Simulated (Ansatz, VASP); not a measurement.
# Cross-check of SiO2 (Cristobalite) between VASP and Ansatz

Aim: how closely do two programs agree when they are given the same cell, functional and k mesh? The cell is taken from a series of runs on this material, whose earlier steps may have relaxed, scaled, displaced or heated it; both programs get it as it stands.

Program: Ansatz 0.2.0. Level of theory: plane waves, with VASP 6.6.1 beside it; zone-centre phonons at LDA. Results are calculated unless marked as measured.

## 1. Set-up

It takes space group P4_12_12 (No. 92, tetragonal). The conventional cell has a = 5.141 Å, b = 5.141 Å, c = 7.018 Å, α = 90.00°, β = 90.00°, γ = 90.00°. O has 2 Si at 1.61 Å nearest. Nearest to Si lie 4 O at 1.61 Å. Farther neighbours and most contacts between anions are not listed.

As a file:

```cif
data_structure
_symmetry_space_group_name_H-M 'P4_12_12'
_symmetry_Int_Tables_number 92
_cell_length_a 5.1411
_cell_length_b 5.1411
_cell_length_c 7.0181
_cell_angle_alpha 90.000
_cell_angle_beta 90.000
_cell_angle_gamma 90.000
_cell_volume 185.50
loop_
_atom_site_label
_atom_site_type_symbol
_atom_site_symmetry_multiplicity
_atom_site_Wyckoff_symbol
_atom_site_fract_x
_atom_site_fract_y
_atom_site_fract_z
_atom_site_occupancy
O1 O 8 b 0.24390 0.07545 0.16634 1
Si1 Si 4 a 0.28601 0.28601 0.00000 1
```

## 2. VASP: zone-centre phonons, LDA

Second derivatives magnify differences that forces hide, and they need a tight electronic threshold.

Lines of VASP's logs that name or quote its potential files are left out, and so is its time.

INCAR reads:

```
SYSTEM = SiO2
PREC = Accurate
ENCUT = 600
EDIFF = 1E-08
NELM = 120
ISMEAR = 0
SIGMA = 0.01
LREAL = .FALSE.
ALGO = Normal
GGA = CA
NBANDS = 44
LORBIT = 11
LWAVE = .FALSE.
LCHARG = .FALSE.
ISIF = 2
IBRION = 8
LEPSILON = .TRUE.
LASPH = .TRUE.
GGA_COMPAT = .FALSE.
EFERMI = MIDGAP
KPAR = 2
```

POSCAR reads:

```
SiO2
1.0
    5.1411090454      0.0000000000      0.0000000000
    0.0000000000      5.1411090454      0.0000000000
    0.0000000000      0.0000000000      7.0181395979
O Si
8 4
Direct
    0.2438986639      0.0754508546      0.1663362261
    0.4245491454      0.7438986639      0.4163362261
    0.7561013361      0.9245491454      0.6663362261
    0.5754508546      0.2561013361      0.9163362261
    0.7438986639      0.4245491454      0.5836637739
    0.9245491454      0.7561013361      0.3336637739
    0.2561013361      0.5754508546      0.0836637739
    0.0754508546      0.2438986639      0.8336637739
    0.2860138586      0.2860138586      0.0000000000
    0.2139861414      0.7860138586      0.2500000000
    0.7139861414      0.7139861414      0.5000000000
    0.7860138586      0.2139861414      0.7500000000
```

KPOINTS reads:

```
Automatic mesh
0
Gamma
4 4 4
0 0 0
```

Potentials, in the order of the species: O and Si (LDA family, release 64).

The run is started by

```bash
$ mpirun -np 2 vasp_std
```

Numbers of over 12 decimals in the logs are rounded to 6 here.

The program printed:

```text
[banner, memory and clock lines left out]
running    2 mpi-ranks, on    1 nodes
 distrk:  each k-point on    1 cores,    2 groups
 distr:  one band on    1 cores,    1 groups

 POSCAR found type information on POSCAR O Si
 POSCAR found :  2 types and      12 ions
 LDA part: xc-table for (Slater(with rela. corr.)+CA(PZ))
 , standard interpolation
 POSCAR, INCAR and KPOINTS ok, starting setup
 FFT: planning ... GRIDC
 FFT: planning ... GRID_SOFT
 FFT: planning ... GRID
 WAVECAR not read
 entering main loop
       N       E                     dE             d eps       ncg     rms          rms(c)
DAV:   1     0.439263215003E+03    0.43926E+03   -0.34730E+04  1584   0.146E+03
DAV:   2    -0.801691865004E+02   -0.51943E+03   -0.50072E+03  2004   0.324E+02
DAV:   3    -0.117167985332E+03   -0.36999E+02   -0.36812E+02  1936   0.915E+01
DAV:   4    -0.117691761373E+03   -0.52378E+00   -0.52275E+00  1976   0.120E+01
DAV:   5    -0.117701373827E+03   -0.96125E-02   -0.96060E-02  1948   0.159E+00    0.304E+01
DAV:   6    -0.104131803758E+03    0.13570E+02   -0.53170E+01  1852   0.330E+01    0.150E+01
DAV:   7    -0.103888997700E+03    0.24281E+00   -0.14679E+00  1848   0.504E+00    0.522E+00
DAV:   8    -0.103760497211E+03    0.12850E+00   -0.78207E-02  1948   0.164E+00    0.202E+00
DAV:   9    -0.103738145795E+03    0.22351E-01   -0.34152E-02  1984   0.109E+00    0.327E-01
DAV:  10    -0.103740201441E+03   -0.20556E-02   -0.43605E-03  1772   0.307E-01    0.127E-01
DAV:  11    -0.103740187938E+03    0.13502E-04   -0.14746E-03  1888   0.196E-01    0.234E-02
DAV:  12    -0.103740195538E+03   -0.75995E-05   -0.36726E-05  1872   0.314E-02    0.172E-02
DAV:  13    -0.103740200632E+03   -0.50937E-05   -0.15289E-05  1752   0.171E-02    0.512E-03
DAV:  14    -0.103740200886E+03   -0.25407E-06   -0.48926E-07  1996   0.340E-03    0.965E-04
DAV:  15    -0.103740200912E+03   -0.26643E-07   -0.36664E-08  1520   0.794E-04    0.613E-04
DAV:  16    -0.103740200910E+03    0.25175E-08   -0.95936E-09  1404   0.475E-04
   1 F= -.10374020E+03 E0= -.10374020E+03  d E =0.000000E+00
 Linear response reoptimize wavefunctions to high precision
DAV:   1    -0.103740200910E+03   -0.30377E-09   -0.68797E-09  1060   0.399E-04
DAV:   2    -0.103740200910E+03   -0.30923E-10   -0.54598E-10   992   0.120E-04
 Linear response G [H, r] |phi>, progress :
  Direction:   1
       N       E                     dE             d eps       ncg     rms
RMM:   1    -0.240505777041E+03   -0.24051E+03    0.24014E+02  3645   0.956E+01
RMM:   2    -0.225140230641E+03    0.15366E+02   -0.15029E+01  2769   0.187E+01
RMM:   3    -0.225275524188E+03   -0.13529E+00   -0.31444E-01  2865   0.240E+00
RMM:   4    -0.225280336728E+03   -0.48125E-02   -0.97081E-03  2986   0.395E-01
RMM:   5    -0.225280429134E+03   -0.92406E-04   -0.74841E-04  2987   0.736E-02
RMM:   6    -0.225280441456E+03   -0.12322E-04   -0.44821E-04  3019   0.177E-02
RMM:   7    -0.225280447725E+03   -0.62689E-05   -0.49531E-04  3039   0.852E-03
RMM:   8    -0.225280452420E+03   -0.46945E-05   -0.54196E-04  3033   0.697E-03
RMM:   9    -0.225280453527E+03   -0.11077E-05   -0.51698E-04  2908   0.673E-03
RMM:  10    -0.225280449977E+03    0.35505E-05   -0.47079E-04  2806   0.670E-03
RMM:  11    -0.225280455549E+03   -0.55723E-05   -0.64540E-04  2759   0.672E-03
 Linear response G [H, r] |phi>, progress :
  Direction:   2
       N       E                     dE             d eps       ncg     rms
RMM:   1    -0.241690750555E+03   -0.24169E+03    0.23172E+02  3523   0.954E+01
RMM:   2    -0.234016194646E+03    0.76746E+01   -0.13052E+01  2738   0.180E+01
RMM:   3    -0.234141620163E+03   -0.12543E+00   -0.26307E-01  2847   0.223E+00
RMM:   4    -0.234146259655E+03   -0.46395E-02   -0.77718E-03  2980   0.375E-01
RMM:   5    -0.234146366928E+03   -0.10727E-03   -0.38980E-04  2990   0.680E-02
RMM:   6    -0.234146362445E+03    0.44832E-05    0.16534E-05  3024   0.162E-02
RMM:   7    -0.234146361917E+03    0.52839E-06    0.35085E-05  3039   0.765E-03
RMM:   8    -0.234146359947E+03    0.19699E-05    0.42493E-05  3038   0.624E-03
RMM:   9    -0.234146359324E+03    0.62252E-06    0.53758E-05  2908   0.602E-03
RMM:  10    -0.234146359070E+03    0.25371E-06    0.10216E-04  2803   0.599E-03
RMM:  11    -0.234146358833E+03    0.23744E-06    0.23945E-04  2784   0.603E-03
 Linear response G [H, r] |phi>, progress :
  Direction:   3
       N       E                     dE             d eps       ncg     rms
RMM:   1    -0.240209937668E+03   -0.24021E+03    0.25077E+02  3573   0.960E+01
RMM:   2    -0.229495165338E+03    0.10715E+02   -0.13696E+01  2721   0.186E+01
RMM:   3    -0.229745276037E+03   -0.25011E+00   -0.29143E-01  2820   0.236E+00
RMM:   4    -0.229751198985E+03   -0.59229E-02   -0.87616E-03  2960   0.401E-01
RMM:   5    -0.229751379173E+03   -0.18019E-03   -0.32507E-04  2989   0.729E-02
RMM:   6    -0.229751382673E+03   -0.35003E-05    0.69836E-05  3010   0.177E-02
[...]
RMM:   1    -0.370880404834E+00   -0.37088E+00    0.21891E-01  6010   0.254E+00
RMM:   2    -0.363490697728E+00    0.73897E-02   -0.72209E-03  5171   0.359E-01    0.171E-01
RMM:   3    -0.364523827073E+00   -0.10331E-02   -0.10328E-03  5197   0.130E-01    0.854E-02
RMM:   4    -0.366170506909E+00   -0.16467E-02   -0.89724E-04  5301   0.116E-01    0.168E-02
[...]
RMM:  17    -0.371378193031E+00    0.10986E-08   -0.38413E-07  6355   0.134E-04    0.205E-07
RMM:  18    -0.371378192073E+00    0.95788E-09   -0.27845E-07  6437   0.134E-04    0.187E-07
RMM:  19    -0.371378191677E+00    0.39623E-09   -0.35432E-07  6509   0.134E-04    0.109E-07
RMM:  20    -0.371378191942E+00   -0.26576E-09   -0.28003E-07  6601   0.134E-04    0.697E-08
 first order change of Fermi-energy  -0.86194E-01
 force on displaced ion       1 direction 2 :  -5.645 -44.093  25.849
 Born effective charge ion    1 direction 2 :  -0.117  -2.359   0.888
 Linear response progress:
  Degree of freedom:   3/  5
       N       E                     dE             d eps       ncg     rms          rms(c)
RMM:   1    -0.377256253840E+00   -0.37726E+00    0.33698E-01  6240   0.267E+00
RMM:   2    -0.368695748316E+00    0.85605E-02   -0.10738E-02  5375   0.442E-01    0.300E-01
RMM:   3    -0.369166211795E+00   -0.47046E-03   -0.24663E-03  5556   0.190E-01    0.161E-01
RMM:   4    -0.370852544700E+00   -0.16863E-02   -0.19231E-03  5663   0.152E-01    0.444E-02
RMM:   5    -0.370919506711E+00   -0.66962E-04   -0.10446E-04  5952   0.319E-02    0.170E-02
RMM:   6    -0.370810067091E+00    0.10944E-03   -0.25703E-05  5972   0.118E-02    0.297E-03
RMM:   7    -0.370822268543E+00   -0.12201E-04   -0.16440E-06  6027   0.280E-03    0.161E-03
RMM:   8    -0.370807116358E+00    0.15152E-04   -0.26563E-06  5947   0.157E-03    0.606E-04
RMM:   9    -0.370803324162E+00    0.37922E-05   -0.11156E-06  5949   0.673E-04    0.278E-04
RMM:  10    -0.370805078664E+00   -0.17545E-05   -0.38450E-07  5983   0.381E-04    0.778E-05
RMM:  11    -0.370805031557E+00    0.47107E-07    0.82885E-08  6033   0.193E-04    0.294E-05
RMM:  12    -0.370805128957E+00   -0.97400E-07    0.13098E-07  6064   0.160E-04    0.120E-05
RMM:  13    -0.370805034367E+00    0.94590E-07    0.70583E-09  6147   0.145E-04    0.509E-06
RMM:  14    -0.370805070272E+00   -0.35905E-07    0.28538E-07  6295   0.141E-04    0.205E-06
RMM:  15    -0.370805055481E+00    0.14791E-07    0.22477E-07  6326   0.139E-04    0.593E-07
RMM:  16    -0.370805057963E+00   -0.24820E-08    0.33448E-07  6262   0.138E-04    0.255E-07
RMM:  17    -0.370805056047E+00    0.19163E-08    0.80051E-08  6362   0.138E-04    0.187E-07
 first order change of Fermi-energy  -0.54592E-01
 force on displaced ion       1 direction 3 :   4.211  25.848 -25.830
 Born effective charge ion    1 direction 3 :   0.042   0.871  -1.651
 Linear response progress:
  Degree of freedom:   4/  5
       N       E                     dE             d eps       ncg     rms          rms(c)
RMM:   1    -0.513523018354E-01   -0.51352E-01   -0.41068E-02  9292   0.136E+00
RMM:   2    -0.263092345739E-01    0.25043E-01   -0.61499E-03  5597   0.407E-01    0.285E-01
RMM:   3    -0.255926960071E-01    0.71654E-03   -0.13250E-03  5876   0.125E-01    0.157E-01
RMM:   4    -0.252206758168E-01    0.37202E-03   -0.86740E-04  5950   0.835E-02    0.315E-02
RMM:   5    -0.251525664269E-01    0.68109E-04   -0.12403E-04  5954   0.191E-02    0.998E-03
RMM:   6    -0.251258512893E-01    0.26715E-04   -0.43744E-05  5838   0.121E-02    0.290E-03
RMM:   7    -0.251210876606E-01    0.47636E-05    0.26086E-05  5991   0.399E-03    0.159E-03
RMM:   8    -0.251278019849E-01   -0.67143E-05   -0.13629E-05  5885   0.177E-03    0.307E-04
RMM:   9    -0.251272152778E-01    0.58671E-06   -0.72273E-06  5979   0.377E-04    0.226E-04
RMM:  10    -0.251271308896E-01    0.84388E-07   -0.38558E-06  5979   0.272E-04    0.551E-05
RMM:  11    -0.251273020997E-01   -0.17121E-06   -0.57345E-06  5947   0.992E-05    0.199E-05
RMM:  12    -0.251271856268E-01    0.11647E-06   -0.48611E-06  6078   0.609E-05    0.989E-06
RMM:  13    -0.251271366640E-01    0.48963E-07   -0.40089E-06  6193   0.497E-05    0.316E-06
RMM:  14    -0.251271258463E-01    0.10818E-07   -0.44358E-06  6096   0.475E-05    0.124E-06
RMM:  15    -0.251270867996E-01    0.39047E-07   -0.40690E-06  5931   0.462E-05    0.568E-07
RMM:  16    -0.251270578945E-01    0.28905E-07   -0.37018E-06  5931   0.457E-05    0.251E-07
RMM:  17    -0.251270344402E-01    0.23454E-07   -0.35893E-06  5845   0.454E-05    0.100E-07
RMM:  18    -0.251270150427E-01    0.19397E-07   -0.33147E-06  5928   0.453E-05    0.541E-08
 first order change of Fermi-energy   0.28761E-01
 force on displaced ion       9 direction 1 : -46.596  -0.080   0.382
 Born effective charge ion    9 direction 1 :   3.398   0.017  -0.262
 Linear response progress:
  Degree of freedom:   5/  5
       N       E                     dE             d eps       ncg     rms          rms(c)
RMM:   1    -0.538301808195E-01   -0.53830E-01   -0.58383E-02  9397   0.136E+00
RMM:   2    -0.273837444947E-01    0.26446E-01   -0.37539E-03  5605   0.409E-01    0.283E-01
RMM:   3    -0.265144058502E-01    0.86934E-03   -0.10418E-03  5933   0.129E-01    0.159E-01
RMM:   4    -0.259775253531E-01    0.53688E-03   -0.18813E-03  6024   0.102E-01    0.320E-02
RMM:   5    -0.258372045443E-01    0.14032E-03   -0.46344E-04  5986   0.257E-02    0.139E-02
RMM:   6    -0.257708929556E-01    0.66312E-04   -0.63528E-05  5922   0.178E-02    0.455E-03
RMM:   7    -0.257723298604E-01   -0.14369E-05   -0.30694E-05  5999   0.664E-03    0.303E-03
RMM:   8    -0.257748616531E-01   -0.25318E-05   -0.11633E-05  5940   0.367E-03    0.653E-04
RMM:   9    -0.257734667899E-01    0.13949E-05    0.18122E-06  6003   0.720E-04    0.354E-04
RMM:  10    -0.257743396469E-01   -0.87286E-06   -0.83192E-07  5870   0.393E-04    0.827E-05
RMM:  11    -0.257740498639E-01    0.28978E-06    0.13374E-06  6055   0.113E-04    0.390E-05
RMM:  12    -0.257738352392E-01    0.21462E-06    0.22558E-06  6065   0.786E-05    0.221E-05
RMM:  13    -0.257737857539E-01    0.49485E-07    0.27101E-06  6058   0.596E-05    0.648E-06
RMM:  14    -0.257737900078E-01   -0.42539E-08    0.25390E-06  6103   0.502E-05    0.247E-06
RMM:  15    -0.257738123164E-01   -0.22309E-07    0.24962E-06  6201   0.484E-05    0.159E-06
RMM:  16    -0.257738822135E-01   -0.69897E-07    0.15252E-06  6108   0.469E-05    0.474E-07
RMM:  17    -0.257739192210E-01   -0.37008E-07    0.11872E-06  5857   0.459E-05    0.144E-07
RMM:  18    -0.257739253544E-01   -0.61334E-08    0.11322E-06  5852   0.457E-05    0.901E-08
 first order change of Fermi-energy   0.16513E-05
 force on displaced ion       9 direction 3 :   0.397  -0.401 -49.852
 Born effective charge ion    9 direction 3 :   0.168  -0.168   3.301
 Born effective charges drift removed
 Linear response finished
```

(Part 1 of 3 ends here.)

[Lines on the potential files, build, host, timing and source positions are cut from VASP's logs without a mark.]

[Logs are printed without paths, hosts, clocks, repeated set-up lines and the standing remarks that a program may print on its own settings, such as how far it seeks lower states.]

[Hosts, paths, dates, database ids (printed as entryN), source tags and the programs' standing remarks are cut or masked in the printed files.]
